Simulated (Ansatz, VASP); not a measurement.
## One calculation of K2ZrS3, two programs

File INCAR:

```
SYSTEM = K2ZrS3
  PREC = Accurate
  ENCUT = 520
  EDIFF = 1E-7
  ISMEAR = 0
  SIGMA = 0.1
  LREAL = .FALSE.
  LASPH = .TRUE.
  NELM = 80
  ALGO = Normal
  ISIF = 2
  LWAVE = .FALSE.
  LCHARG = .FALSE.
  GGA = PE
  NBANDS = 33
```

Contents of KPOINTS:

```
Automatic mesh
0
G
  3 3 4
  0 0 0
```

File POSCAR:

```
K2ZrS3
1.0
    6.8618893300      0.0000000000      0.0000000000
   -3.4309446700      5.9425704800      0.0000000000
    0.0000000000      0.0000000000      3.7838069200
K Zr S
2 1 3
Direct
    0.3333333300      0.6666666700      0.0000000000
    0.6666666700      0.3333333300      0.0000000000
    0.0000000000      0.0000000000      0.0000000000
    0.5000000000      0.0000000000      0.5000000000
    0.5000000000      0.5000000000      0.5000000000
    0.0000000000      0.5000000000      0.5000000000
```

Input for Ansatz:

```yaml
crystal:
  lattice:
    - [6.86188933, 0.0, 0.0]
    - [-3.43094467, 5.94257048, 0.0]
    - [0.0, 0.0, 3.78380692]
  atoms:
    - { symbol: K, position: [0.33333333, 0.66666667, 0.0] }
    - { symbol: K, position: [0.66666667, 0.33333333, 0.0] }
    - { symbol: Zr, position: [0.0, 0.0, 0.0] }
    - { symbol: S, position: [0.5, 0.0, 0.5] }
    - { symbol: S, position: [0.5, 0.5, 0.5] }
    - { symbol: S, position: [0.0, 0.5, 0.5] }
basis:
  ecutwfc: 420
kpoints:
  mp_grid: { grid: [3, 3, 4] }
hamiltonian:
  xc: pbe
scf:
  occupations: { method: gaussian, width: 0.1 }
  lower_state_search: "off"
output:
  forces: true
  stress: true
  eigenvalues: true
```

Change from the starting cell: species swapped into the TbB2Ru3 type (P6/mmm, No. 191).

Alike in both runs: task single point; functional PBE; k mesh 3 × 3 × 4; occupations gaussian, width 0.1 eV; no spin polarisation.

|  | VASP | Ansatz |
| --- | --- | --- |
| version | VASP 6.6.1 | Ansatz 0.2.0 |
| potentials or method | VASP PAW PBE potentials, release 64 (K_sv, Zr_sv, S) | scalar-relativistic, plane waves, PAW |
| plane-wave cutoff (eV) | 520 | 420 |
| valence electrons in the cell | 48 | 48 |

|  | VASP | Ansatz | Ansatz less VASP |
| --- | --- | --- | --- |
| gap on the k mesh at the Fermi level (eV) | none | none | - |
| pressure (GPa) | 5.4 | 5.2 | -0.23 |
| largest component of the traceless stress (GPa) | 6.57 | 6.47 | -0.100 |

A gap of «none» marks a metal or a gap that the smearing closes.

Caveats: the k mesh is coarse (spacing up to 0.42 Å⁻¹), so the values aren't converged.
